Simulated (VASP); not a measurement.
Data:

```xyz
2
Lattice="0.0000 2.1998 2.1998 2.1998 0.0000 2.1998 2.1998 2.1998 0.0000" Properties=species:S:1:pos:R:3 pbc="T T T"
Al     0.0000     0.0000     0.0000
N      1.0999     1.0999     1.0999
```

Method: PW91 GGA, VASP's PBE PAW potentials (set 64) (plane waves; VASP). Settings: 520 eV cut-off, Gaussian smearing of 0.050 eV, potentials Al N.

### Question
What does the run give for the band gap (along the path) with the smallest direct gap where there is one?

### Answer

The band gap (along the path) comes out as 3.34 eV and the smallest direct gap (along the path) comes out as 4.04 eV.

Total energies compare only between runs with the same potentials, cut-off and functional.

The compound is AlN in the zinc blende structure, a metastable form; wurtzite is the usual one. It was relaxed first.
